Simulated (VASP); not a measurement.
# InGaO (P-3m1) in VASP: notebook

The runs below take InGaO through relaxation of cell and atoms, with PBE.

All numbers are computed with VASP 6.6.1; they aren't measurements. Logs are shortened: lines on timing, memory, paths and dates and some standing lists are left out, and cuts for length are marked.

## Step 1: The structure

It takes space group P-3m1 (No. 164, trigonal). Conventional cell: a = 3.175 Å, b = 3.175 Å, c = 13.253 Å, α = 90.00°, β = 90.00°, γ = 120.00°. Around In (site symmetry 3m) lie 9 In at 3.17 to 3.45 Å. Ga (site symmetry 3m) is surrounded by 3 O at 1.97 Å. Around O (site symmetry 3m) lie 3 Ga at 1.97 Å.

The cell was built by a generator and needn't be a form met in nature.

## Step 2: Relaxation of cell and atoms, PBE

The input, INCAR:

```
SYSTEM = InGaO
PREC = Accurate ; ENCUT = 520
EDIFF = 1E-6 ; ISMEAR = 0
SIGMA = 0.1 ; LREAL = .FALSE.
LASPH = .TRUE. ; NELM = 120
ALGO = Normal ; ISIF = 3
LWAVE = .FALSE. ; LCHARG = .FALSE.
GGA = PE ; IBRION = 2
NSW = 90 ; EDIFFG = -0.01
KPAR = 4
```

The input, KPOINTS:

```
Automatic mesh
0
G
  10 10 4
  0 0 0
```

The input, POSCAR:

```
InGaO
1.0
    3.1746019200      0.0000000000      0.0000000000
   -1.5873009600      2.7492859100      0.0000000000
    0.0000000000      0.0000000000     13.2530000000
In Ga O
2 2 2
Direct
    0.3333333300      0.6666666700      0.6104278300
    0.6666666700      0.3333333300      0.3895721700
    0.0000000000      0.0000000000      0.0947710000
    0.0000000000      0.0000000000      0.9052290000
    0.3333333300      0.6666666700      0.1487210400
    0.6666666700      0.3333333300      0.8512789600
```

Potentials or basis: VASP PAW PBE potentials, release 64 (In_d, Ga_d, O).

The run is started by

```console
cat potpaw_PBE.64/In_d/POTCAR potpaw_PBE.64/Ga_d/POTCAR potpaw_PBE.64/O/POTCAR > POTCAR
mpirun -np 4 vasp_std > vasp.out
```

OUTCAR:

```text
SYSTEM = InGaO
   PREC = Accurate
   ENCUT = 520
   EDIFF = 1E-6
   ISMEAR = 0
   LREAL = .FALSE.
   LASPH = .TRUE.
   NELM = 120
   ISIF = 3
   GGA = PE
   IBRION = 2
   NSW = 90
   EDIFFG = -0.01

 ion  position               nearest neighbor table
   1  0.333  0.667  0.610-   2 3.45   2 3.45   2 3.45
   2  0.667  0.333  0.390-   1 3.45   1 3.45   1 3.45
   3  0.000  0.000  0.095-   5 1.97   5 1.97   5 1.97   4 2.51
   4  0.000  0.000  0.905-   6 1.97   6 1.97   6 1.97   3 2.51
   5  0.333  0.667  0.149-   3 1.97   3 1.97   3 1.97
   6  0.667  0.333  0.851-   4 1.97   4 1.97   4 1.97

  LATTYP: Found a hexagonal cell.
 ALAT       =     3.1746019200
 C/A-ratio  =     4.1746966498

  Lattice vectors:

 A1 = (   3.1746019200,   0.0000000000,   0.0000000000)
 A2 = (  -1.5873009600,   2.7492859100,   0.0000000000)
 A3 = (   0.0000000000,   0.0000000000,  13.2530000000)

Analysis of symmetry for initial positions (statically):
=====================================================================
 Subroutine PRICEL returns:
 Original cell was already a primitive cell.

 Routine SETGRP: Setting up the symmetry group for a
 hexagonal supercell.

 Subroutine GETGRP returns: Found 12 space group operations
 (whereof 12 operations were pure point group operations)
 out of a pool of 24 trial point group operations.

The static configuration has the point symmetry D_3d.

Analysis of symmetry for dynamics (positions and initial velocities):
=====================================================================
 Subroutine PRICEL returns:
 Original cell was already a primitive cell.

 Routine SETGRP: Setting up the symmetry group for a
 hexagonal supercell.

 Subroutine GETGRP returns: Found 12 space group operations
 (whereof 12 operations were pure point group operations)
 out of a pool of 24 trial point group operations.

The dynamic configuration has the point symmetry D_3d.

 Subroutine INISYM returns: Found 12 space group operations
 (whereof 12 operations are pure point group operations),
 and found     1 'primitive' translations

----------------------------------------------------------------------------------------

                                     Primitive cell

  volume of cell :     115.6707

  direct lattice vectors                    reciprocal lattice vectors
     3.174601920  0.000000000  0.000000000     0.315000124  0.181865407  0.000000000
    -1.587300960  2.749285910  0.000000000     0.000000000  0.363730813  0.000000000
     0.000000000  0.000000000 13.253000000     0.000000000  0.000000000  0.075454614

  length of vectors
     3.174601920  3.174601920 13.253000000     0.363730813  0.363730813  0.075454614

  position of ions in fractional coordinates (direct lattice)
     0.333333330  0.666666670  0.610427830
     0.666666670  0.333333330  0.389572170
     0.000000000  0.000000000  0.094771000
     0.000000000  0.000000000  0.905229000
     0.333333330  0.666666670  0.148721040
     0.666666670  0.333333330  0.851278960

  ion indices of the primitive-cell ions
   primitive index   ion index
                 1           1
                 2           2
                 3           3
                 4           4
                 5           5
                 6           6

----------------------------------------------------------------------------------------

 KPOINTS: Automatic mesh

Automatic generation of k-mesh.
 Grid dimensions read from file:
 generate k-points for:   10   10    4

 Generating k-lattice:

  Cartesian coordinates                     Fractional coordinates (reciprocal lattice)
     0.031500012  0.018186541  0.000000000     0.100000000  0.000000000  0.000000000
     0.000000000  0.036373081  0.000000000     0.000000000  0.100000000  0.000000000
     0.000000000  0.000000000  0.018863654     0.000000000  0.000000000  0.250000000

  Length of vectors
     0.036373081  0.036373081  0.018863654

  Shift w.r.t. Gamma in fractional coordinates (k-lattice)
     0.000000000  0.000000000  0.000000000

 Subroutine IBZKPT returns following result:
 ===========================================

 Found     50 irreducible k-points:

 Following reciprocal coordinates:
            Coordinates               Weight
  0.000000  0.000000  0.000000      1.000000
  0.100000  0.000000  0.000000      6.000000
  0.200000  0.000000  0.000000      6.000000
  0.300000  0.000000  0.000000      6.000000
  0.400000  0.000000  0.000000      6.000000
  0.500000  0.000000  0.000000      3.000000
[... 16 lines left out ...]
  0.000000  0.400000  0.250000      6.000000
  0.500000  0.000000  0.250000      6.000000
 [... further k-points ...]
   k-points           NKPTS =     50   k-points in BZ     NKDIM =     50   number of bands    NBANDS=     38
   number of dos      NEDOS =    301   number of ions     NIONS =      6
   total plane-waves  NPLWV =  57600
   dimension x,y,z NGX =    24 NGY =   24 NGZ =  100
   dimension x,y,z NGXF=    48 NGYF=   48 NGZF=  200
   ions per type =               2   2   2
   NGX,Y,Z   is equivalent  to a cutoff of  12.57, 12.57, 12.54 a.u.
   NGXF,Y,Z  is equivalent  to a cutoff of  25.14, 25.14, 25.09 a.u.
 SYSTEM =  InGaO
   PREC   = accura    normal or accurate (medium, high low for compatibility)
   ISTART =      0    job   : 0-new  1-cont  2-samecut
   ICHARG =      2    charge: 1-file 2-atom 10-const
   ISPIN  =      1    spin polarized calculation?
   LNONCOLLINEAR =      F non collinear calculations
   LSORBIT =      F    spin-orbit coupling
   LASPH  =      T    aspherical Exc in radial PAW
   ENCUT  =  520.0 eV  38.22 Ry    6.18 a.u.   5.90  5.90 24.64*2*pi/ulx,y,z
   NELM   =    120;   NELMIN=  2; NELMDL= -5     # of ELM steps
   EDIFF  = 0.1E-05   stopping-criterion for ELM
   LREAL  =      F    real-space projection
   EDIFFG = -.1E-01   stopping-criterion for IOM
   NSW    =     90    number of steps for IOM
   IBRION =      2    ionic relax: 0-MD 1-quasi-New 2-CG
   NFREE  =      1    steps in history (QN), initial steepest desc. (CG)
   ISIF   =      3    stress and relaxation
   ISYM   =      2    0-nonsym 1-usesym 2-fastsym
   POTIM  = 0.5000    time-step for ionic-motion
   TEBEG  =    0.0;   TEEND  =   0.0 temperature during run
   PSTRESS=    0.0 pullay stress
   NELECT =      64.0000    total number of electrons
   NUPDOWN=      -1.0000    fix difference up-down
   EMIN   =  10.00;   EMAX   =-10.00  energy-range for DOS
   EFERMI =   0.00;   METHOD = LEGACY
   ISMEAR =     0;   SIGMA  =   0.10  broadening in eV -4-tet -1-fermi 0-gaus
   EFERMI_NEDOS =   21; number of points for ismear=-14 and -15
   IALGO  =     38    algorithm
   IMIX   =      4    mixing-type and parameters
     AMIX     =   0.40;   BMIX     =  1.00
     AMIX_MAG =   1.60;   BMIX_MAG =  1.00
  volume/ion in A,a.u.               =      19.28       130.10
  Fermi-wavevector in a.u.,A,eV,Ry     =   1.343983  2.539759 24.576063  1.806290
  Thomas-Fermi vector in A             =   2.472013
   LORBIT       =      0    0 simple, 1 ext, 2 COOP (PROOUT), +10 PAW based schemes
   GGA     = PE    functional components
   LHFCALC =     F    Hartree Fock is set to
   AEXX    =    0.0000 exact exchange contribution
   IVDW    =     0    specifies the selected vdW correction
   LEPSILON=     F    determine dielectric tensor
   LRPA    =     F    only Hartree local field effects (RPA)
 conjugate gradient relaxation of ions
 non-spin polarized calculation
 Gauss-broadening in eV      SIGMA  =   0.10
  energy-cutoff  :      520.00
  volume of cell :      115.67
 maximum number of plane-waves:      3152
   NGX = 11   NGY = 11   NGZ = 49

--------------------------------------- Ionic step        1  -------------------------------------------

 number of electron      63.9999974 magnetization

 Free energy of the ion-electron system (eV)
  ---------------------------------------------------
  ext. energy  EPLUGINS =         0.00000000
  ---------------------------------------------------
  free energy    TOTEN  =       -26.19651023 eV

  energy without entropy =      -26.18292136  energy(sigma->0) =      -26.18971580

------------------------ aborting loop because EDIFF is reached ----------------------------------------

  FORCE on cell =-STRESS in cart. coord.  units (eV):
  Direction    XX          YY          ZZ          XY          YZ          ZX
  --------------------------------------------------------------------------------------
  -------------------------------------------------------------------------------------
  Total       -0.2856113     -0.2856113      0.6932321      0.0000000     -0.0000000      0.0000000
  in kB       -3.9560569     -3.9560569      9.6020915      0.0000000     -0.0000000      0.0000000
  external PRESSURE =       0.5633259 kB  Pullay stress =       0.0000000 kB
[... 101 lines left out ...]
  FREE ENERGIE OF THE ION-ELECTRON SYSTEM (eV)
  ---------------------------------------------------
  free  energy   TOTEN  =       -26.2042617148 eV

  energy  without entropy=      -26.1890846881  energy(sigma->0) =      -26.19667320

[... ionic steps 4 to 22 ...]

--------------------------------------- Ionic step       23  -------------------------------------------

 number of electron      63.9999972 magnetization

------------------------ aborting loop because EDIFF is reached ----------------------------------------

  FORCE on cell =-STRESS in cart. coord.  units (eV):
  Direction    XX          YY          ZZ          XY          YZ          ZX
  --------------------------------------------------------------------------------------
  -------------------------------------------------------------------------------------
  Total        0.0112432      0.0112432      0.0379473     -0.0000000      0.0000000      0.0000000
  in kB        0.1487919      0.1487919      0.5021907     -0.0000000      0.0000000      0.0000000
  external PRESSURE =       0.2665915 kB  Pullay stress =       0.0000000 kB
[... 65 lines left out ...]
  energy  without entropy=      -26.2126195596  energy(sigma->0) =      -26.21788022

--------------------------------------- Ionic step       25  -------------------------------------------

 number of electron      63.9999969 magnetization

 Free energy of the ion-electron system (eV)
  ---------------------------------------------------
  ext. energy  EPLUGINS =         0.00000000
  ---------------------------------------------------
  free energy    TOTEN  =       -26.22316715 eV

  energy without entropy =      -26.21267652  energy(sigma->0) =      -26.21792183

 E-fermi :   4.9586     XC(G=0):  -9.6359

 val. band max:        4.9578407472   @ k =   0.0000   0.1000   0.2500
 cond. band min:       4.9608971003   @ k =   0.1000   0.0000   0.2500
 fundamental gap:      0.0030563531
 Fermi energy:         4.9585724815

 k-point     1 :       0.0000    0.0000    0.0000
  band No.  band energies     occupation
      1     -15.2920      2.00000
      2     -15.2312      2.00000
      3     -10.5086      2.00000
      4     -10.5086      2.00000
      5     -10.5000      2.00000
      6     -10.5000      2.00000
[... 973 lines left out ...]
     37       8.5393      0.00000
     38       9.0670      0.00000

 [... further k-points ...]

------------------------ aborting loop because EDIFF is reached ----------------------------------------

  FORCE on cell =-STRESS in cart. coord.  units (eV):
  Direction    XX          YY          ZZ          XY          YZ          ZX
  --------------------------------------------------------------------------------------
  -------------------------------------------------------------------------------------
  Total       -0.0253167     -0.0253167      0.0037178     -0.0000000     -0.0000000      0.0000000
  in kB       -0.3348482     -0.3348482      0.0491736     -0.0000000     -0.0000000      0.0000000
  external PRESSURE =      -0.2068409 kB  Pullay stress =       0.0000000 kB
[... 21 lines left out ...]
  FREE ENERGIE OF THE ION-ELECTRON SYSTEM (eV)
  ---------------------------------------------------
  free  energy   TOTEN  =       -26.2231671454 eV

  energy  without entropy=      -26.2126765160  energy(sigma->0) =      -26.21792183

 reached required accuracy - stopping structural energy minimisation
```

It took 7.1 min on 4 MPI ranks of AMD EPYC 9R45 (Zen 5), shared host; peak memory 0.35 GiB.

Results:

| Item | Value |
| --- | --- |
| Free energy | -26.2232 eV |
| Relaxed volume | 20.19 Å³/atom |
| Relaxed cell | a = 3.160 Å, b = 3.160 Å, c = 14.009 Å, α = 90.00°, β = 90.00°, γ = 120.00° |
| Space group after relaxing (to 0.05 Å) | P-3m1 (No. 164) |
| Energy gained by relaxing | 4.4 meV/atom |
| Ionic steps | 25 |
| Pressure after relaxing | 0.0 GPa |
| Largest force after relaxing | 0.005 eV/Å |
| Band gap on the k mesh | none (metal or under the smearing width) |

Forces on the atoms (eV/Å):
```
In   0.000  0.000 -0.003
In   0.000  0.000  0.003
Ga   0.000  0.000  0.001
Ga   0.000  0.000 -0.001
O    0.000  0.000  0.005
O    0.000  0.000 -0.005
```

The path:
```
step  energy change (eV)  largest force (eV/Å)  pressure (GPa)  volume (Å³)
   1              0.0000                0.0830            0.06       115.67
   2             -0.0047                0.0723            0.18       115.78
   3             -0.0078                0.1641            0.36       115.96
   4             -0.0102                0.1346           -0.03       116.73
   5             -0.0103                0.1572           -0.11       116.89
   6             -0.0128                0.1407           -0.07       117.10
   7             -0.0186                0.0884            0.07       117.75
   8             -0.0229                0.1007            0.41       119.04
   9             -0.0247                0.0417            0.17       120.00
  10             -0.0251                0.0400           -0.14       121.02
  11             -0.0252                0.0373           -0.05       120.78
  12             -0.0252                0.0382           -0.10       120.85
  13             -0.0256                0.0326           -0.02       120.91
  14             -0.0259                0.0374            0.08       121.02
  15             -0.0260                0.0323           -0.10       121.30
  16             -0.0261                0.0266           -0.05       121.20
  17             -0.0263                0.0235           -0.05       121.15
  18             -0.0264                0.0543           -0.01       121.05
  19             -0.0264                0.0452           -0.03       121.08
  20             -0.0265                0.0157            0.04       120.99
  21             -0.0265                0.0252            0.12       120.95
  22             -0.0265                0.0186            0.08       120.98
  23             -0.0266                0.0173            0.03       121.07
  24             -0.0266                0.0168            0.00       121.12
  25             -0.0267                0.0053           -0.02       121.13
```

Final structure:
```cif
data_structure
_symmetry_space_group_name_H-M 'P 1'
_symmetry_Int_Tables_number 1
_cell_length_a 3.1599
_cell_length_b 3.1599
_cell_length_c 14.0087
_cell_angle_alpha 90.000
_cell_angle_beta 90.000
_cell_angle_gamma 120.000
_cell_volume 121.13
loop_
_atom_site_label
_atom_site_type_symbol
_atom_site_fract_x
_atom_site_fract_y
_atom_site_fract_z
_atom_site_occupancy
In1 In 0.33333 0.66667 0.60272 1
In2 In 0.66667 0.33333 0.39728 1
Ga1 Ga 0.00000 0.00000 0.08982 1
Ga2 Ga 0.00000 0.00000 0.91018 1
O1 O 0.33333 0.66667 0.14146 1
O2 O 0.66667 0.33333 0.85854 1
```

Levels at points of the mesh, in eV from the Fermi level:
| k point | band 30 | band 31 | band 32 | band 33 | band 34 | band 35 |
| --- | --- | --- | --- | --- | --- | --- |
| (0.00, 0.00, 0.00) | -3.86 | -2.87 | -1.45 | -0.73 | 2.42 | 2.65 |
| (0.50, 0.00, 0.00) | -3.05 | -2.12 | -1.34 | -1.22 | 1.06 | 2.71 |
| (0.00, 0.00, 0.50) | -3.86 | -2.50 | -2.05 | -0.33 | 1.88 | 3.19 |
| (0.50, 0.00, 0.50) | -3.05 | -2.08 | -1.39 | -1.21 | 1.07 | 2.76 |

(Part 1 of 2 ends here.)
